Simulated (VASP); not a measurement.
Cost and result of VASP (PAW) for the band gap of MgS (rock salt). Gaps are without spin-orbit coupling. Each level names its cell: its own relaxed one, PBE's, or the starting one. A gap is the smallest over the k-mesh and a band path; hybrids may have named points in place of the path, and GW has the mesh alone. The cost counts the self-consistent run with its band path or extra points (for GW, with the PBE run and the diagonalisation ahead of it), each on the mesh and cut-off of its row, so the ratios hold those differences too. With PBE it took about 20 core-seconds. Times come from single runs on busy shared machines, so they are rough: good to a factor of about 2.

mBJ is a potential without an energy functional, so only the levels count. The mesh is coarse and the basis finite, so the quasiparticle values are not converged.

```
level                        k-mesh  cut-off (eV)  band gap (eV)         cost over PBE
-------------------------  --------  ------------  -------------  --------------------
PBE-D3(BJ) (own cell)      10×10×10           520           2.84  within a factor of 2
PBE (own cell)             10×10×10           520           2.75             reference
PBEsol (own cell)          10×10×10           520           2.74  within a factor of 2
mBJ (TB09) (PBE cell)         6×6×6           520           3.98  within a factor of 2
optB88-vdW (own cell)      10×10×10           520           2.82  within a factor of 2
PBE0 (PBE cell)               6×6×6           520           4.45        about 10 times
HSE06 (PBE cell)              6×6×6           520           3.74        about 10 times
evGW0@PBE (starting cell)     4×4×4           500            ___                   ___
```

Q: Some entries are withheld; supply them.

A: 
- evGW0@PBE (starting cell), band gap (eV): 4.56
- evGW0@PBE (starting cell), cost over PBE: about 50 times

Left out are levels that failed, ran on another kind of processor or have no fit band path; at most nine are shown.

The compound is MgS in the rock salt structure.
